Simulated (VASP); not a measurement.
Here is the system:

```xyz
2
Lattice="0.0000 3.1917 3.1917 3.1917 0.0000 3.1917 3.1917 3.1917 0.0000" Properties=species:S:1:pos:R:3 pbc="T T T"
Rb     0.0000     0.0000     0.0000
Cl     3.1917     3.1917     3.1917
```

All values below come from LDA (Ceperley-Alder, Perdew-Zunger), VASP's LDA PAW potentials (set 64) (plane waves; VASP). Run with 520 eV cut-off, Gaussian smearing of 0.050 eV, potentials Rb_sv Cl.

**Question.** Give the energies of bands 6 to 11 at the high-symmetry points, in eV from the valence-band maximum.

**Answer.** 
```tsv
band	Γ	X	U	L	W
6	0.00	-0.32	-0.49	-1.09	-0.57
7	0.00	-0.09	-0.29	-0.45	-0.25
8	0.00	-0.09	-0.27	-0.45	-0.25
9	4.85	5.75	6.62	7.64	7.44
10	7.75	8.13	8.64	7.95	7.44
11	7.75	9.79	9.24	10.24	9.48
```

The gap is direct, 4.85 eV, from the valence maximum at Γ to the conduction minimum at Γ.

Measured: gap 8.50 eV (computed value off by -3.65 eV), as given by Aguado et al., (1998), arXiv:cond-mat/9809176.

The compound is RbCl in the rock salt structure. It was relaxed first, which changed the volume by -9 %.
